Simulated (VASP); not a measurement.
ZnS (wurtzite) is relaxed at rising pressure, each step from the one before. Symmetry mostly holds the structure type, and other phases were not tried. The mesh follows the cell, and a change of mesh leaves a small step in the series.

Consider the following.

```
CELL_PARAMETERS angstrom
      1.87259    -3.24342     0.00000
      1.87259     3.24342     0.00000
      0.00000     0.00000     6.14083
ATOMIC_POSITIONS crystal
  Zn 0.66667 0.33333 0.50020
  Zn 0.33333 0.66667 0.00020
  S  0.66667 0.33333 0.87480
  S  0.33333 0.66667 0.37480
```

Method: LDA (Ceperley-Alder, Perdew-Zunger), VASP's LDA PAW potentials (set 64) (plane waves; VASP). Numerical set-up: 500 eV cut-off, 7×7×4 Γ-centred mesh, Gaussian smearing of 0.050 eV, potentials Zn S.

| P (GPa) | V (Å³/atom) | H − H(0) (eV/atom) | space group | k-mesh |
|---|---|---|---|---|
| 0 | 18.65 | 0.000 | P6_3mc | 7×7×4 |
| 5 | … | … | P6_3mc | 7×7×4 |
| 10 | … | … | P6_3mc | 7×7×4 |
| 20 | 15.83 | 2.129 | P6_3mc | 7×7×4 |
| 30 | 15.01 | 3.091 | P6_3mc | 7×7×4 |
| 45 | 14.05 | 4.449 | P6_3mc | 8×8×4 |

Problem. Some entries are withheld; supply them.

Solution. 
- 10, V (Å³/atom): 16.97
- 10, H − H(0) (eV/atom): 1.107
- 5, V (Å³/atom): 17.68
- 5, H − H(0) (eV/atom): 0.567

Pressures at which the relaxation failed are left out.

The compound is ZnS in the wurtzite structure, the high-temperature form.
